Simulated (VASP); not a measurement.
These are vdW-DF2, VASP's PBE PAW potentials (set 64) (plane waves; VASP) values and carry that method's errors.

Input for VASP

File POSCAR:
```
C
1.0
  0.0000000000   1.7835000000   1.7835000000
  1.7835000000   0.0000000000   1.7835000000
  1.7835000000   1.7835000000   0.0000000000
C
2
direct
  0.0000000000   0.0000000000   0.0000000000
  0.2500000000   0.2500000000   0.2500000000
```

### INCAR
```
IBRION = 2
LUSE_VDW = .TRUE.
LCHARG = .FALSE.
ZAB_VDW = -1.8867
ENCUT = 520
GGA = ML
EDIFF = 1E-6   # SCF stop (eV)
ISMEAR = 0   # Gaussian
NSW = 60
AGGAC = 0.0
EDIFFG = -0.01
ALGO = Normal
NELM = 100   # most electronic steps
SYSTEM = C
LASPH = .TRUE.
LREAL = .FALSE.
SIGMA = 0.05   # width (eV)
ISIF = 3   # ions, shape and volume
LWAVE = .FALSE.
PREC = Accurate
```

### KPOINTS
```
Automatic
0
G
 11 11 11
0 0 0
```

POTCAR, in this order: C (PBE.64 set). Program: vasp_std.

Energy and stress use the plane-wave basis of the starting cell.

Problem. Estimate the energy per atom (σ→0), volume per atom.

Solution. 
```yaml
energy per atom (σ→0): -7.338 eV/atom
volume_per_atom: 5.86 Å^3/atom
```

OSZICAR:
```
...
   2 F= -.14655537E+02 E0= -.14655537E+02  d E =0.450083E-02
       N       E                     dE             d eps       ncg     rms          rms(c)
DAV:   1    -0.146824720455E+02   -0.26935E-01   -0.45564E-01  1096   0.695E+00    0.568E-01
DAV:   2    -0.146779863383E+02    0.44857E-02   -0.38602E-03   968   0.570E-01    0.310E-01
DAV:   3    -0.146762160384E+02    0.17703E-02   -0.40033E-03  1088   0.465E-01    0.290E-02
DAV:   4    -0.146762068071E+02    0.92313E-05   -0.12823E-05   904   0.461E-02    0.124E-02
DAV:   5    -0.146762058180E+02    0.98913E-06   -0.22007E-06  1056   0.197E-02
   3 F= -.14676206E+02 E0= -.14676206E+02  d E =-.161680E-01
```

The compound is C in the diamond structure. This run relaxes it. Symmetry was kept, so distortions that lower it aren't found.
